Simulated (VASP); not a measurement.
All values below come from PBE GGA + U (Dudarev), VASP's PBE PAW potentials (set 64) (plane waves; VASP).

Input for VASP

### POSCAR
```
TiAl
4.15140
  0.6953316953   0.0000000000   0.0000000000
  0.0000000000   0.6953316953   0.0000000000
  0.0000000000   0.0000000000   1.0000000000
Ti Al
1 1
Cart
  0.0000000000   0.0000000000   0.0000000000
  0.3476658477   0.3476658477   0.5000000000
```

**KPOINTS**
```
Automatic mesh
0
gamma
11 11 8
```

INCAR:
```
SYSTEM = TiAl
PREC = Accurate
ENCUT = 400
EDIFF = 1E-6
NELM = 100
ALGO = Normal
LREAL = .FALSE.
LASPH = .TRUE.
ISMEAR = 1
SIGMA = 0.1
GGA = PE
LMAXMIX = 4
LWAVE = .FALSE.
LCHARG = .FALSE.
ISIF = 2
LDAU = .TRUE.
LDAUTYPE = 2
LDAUL = 2 -1
LDAUU = 5.0 0
LDAUJ = 0 0
LDAUPRINT = 1
LORBIT = 10
```

POTCAR, in this order: Ti_sv Al (PBE.64 set). Program: vasp_std.

Output of the run:

**OSZICAR**
```
       N       E                     dE             d eps       ncg     rms          rms(c)
DAV:   1     0.767779829525E+02    0.76778E+02   -0.64260E+03  2310   0.114E+03
DAV:   2    -0.622395095492E+01   -0.83002E+02   -0.80742E+02  2349   0.295E+02
DAV:   3    -0.110822241113E+02   -0.48583E+01   -0.46756E+01  3602   0.713E+01
DAV:   4    -0.112456195689E+02   -0.16340E+00   -0.16121E+00  2999   0.110E+01
DAV:   5    -0.112521016244E+02   -0.64821E-02   -0.64736E-02  3327   0.195E+00    0.992E+00
DAV:   6    -0.878392993401E+01    0.24682E+01   -0.19102E+01  2970   0.468E+01    0.384E+00
DAV:   7    -0.870931866667E+01    0.74611E-01   -0.16366E+00  2761   0.129E+01    0.199E+00
DAV:   8    -0.876299349270E+01   -0.53675E-01   -0.39255E-01  2783   0.540E+00    0.556E-01
DAV:   9    -0.875616712752E+01    0.68264E-02   -0.31235E-02  2630   0.157E+00    0.279E-01
DAV:  10    -0.876053646483E+01   -0.43693E-02   -0.61796E-03  3068   0.645E-01    0.885E-02
DAV:  11    -0.876058721215E+01   -0.50747E-04   -0.91606E-04  2713   0.222E-01    0.545E-02
DAV:  12    -0.876076490158E+01   -0.17769E-03   -0.48703E-04  2724   0.195E-01    0.966E-03
DAV:  13    -0.876076831788E+01   -0.34163E-05   -0.23617E-05  3056   0.401E-02    0.493E-03
DAV:  14    -0.876076840664E+01   -0.88762E-07   -0.19651E-06  2357   0.141E-02
   1 F= -.87607684E+01 E0= -.87613139E+01  d E =0.163644E-02
```

**OUTCAR**
```
------------------------ aborting loop because EDIFF is reached ----------------------------------------
  FORCE on cell =-STRESS in cart. coord.  units (eV):
  Direction    XX          YY          ZZ          XY          YZ          ZX
  --------------------------------------------------------------------------------------
  Total       -0.4529510     -0.4529510      0.0416797      0.0000000     -0.0000000      0.0000000
  in kB      -20.9794435    -20.9794435      1.9304912      0.0000000     -0.0000000      0.0000000
  external PRESSURE =     -13.3427986 kB  Pullay stress =       0.0000000 kB
  volume of cell :       34.59
      direct lattice vectors                 reciprocal lattice vectors
     2.886600000  0.000000000  0.000000000     0.346428324  0.000000000  0.000000000
     0.000000000  2.886600000  0.000000000     0.000000000  0.346428324  0.000000000
     0.000000000  0.000000000  4.151400000     0.000000000  0.000000000  0.240882594
 POSITION                                       TOTAL-FORCE (eV/Angst)
 -----------------------------------------------------------------------------------
      0.00000      0.00000      0.00000         0.000000      0.000000      0.000000
      1.44330      1.44330      2.07570         0.000000      0.000000      0.000000
 -----------------------------------------------------------------------------------
    total drift:                               -0.000000      0.000000     -0.000000
  FREE ENERGIE OF THE ION-ELECTRON SYSTEM (eV)
  ---------------------------------------------------
  free  energy   TOTEN  =        -8.7607684066 eV

  energy  without entropy=       -8.7624048495  energy(sigma->0) =       -8.76131389

 total charge

# of ion       s       p       d       tot
------------------------------------------
    1        2.208   6.131   1.732  10.071
    2        0.408   0.405   0.000   0.813
--------------------------------------------------
tot          2.615   6.536   1.732  10.884
```
(Selected blocks of OUTCAR.)

The compound is TiAl in the L1_0 structure. The cell was not relaxed at this level. The run is one of a series of settings (LDAU = .TRUE., LDAUJ = 0 0, LDAUL = 2 -1, LDAUTYPE = 2, LDAUU = 5.0 0 against the base run), some of them coarse on purpose. The electron count is odd and the run is not spin-polarised, which forces a metal.
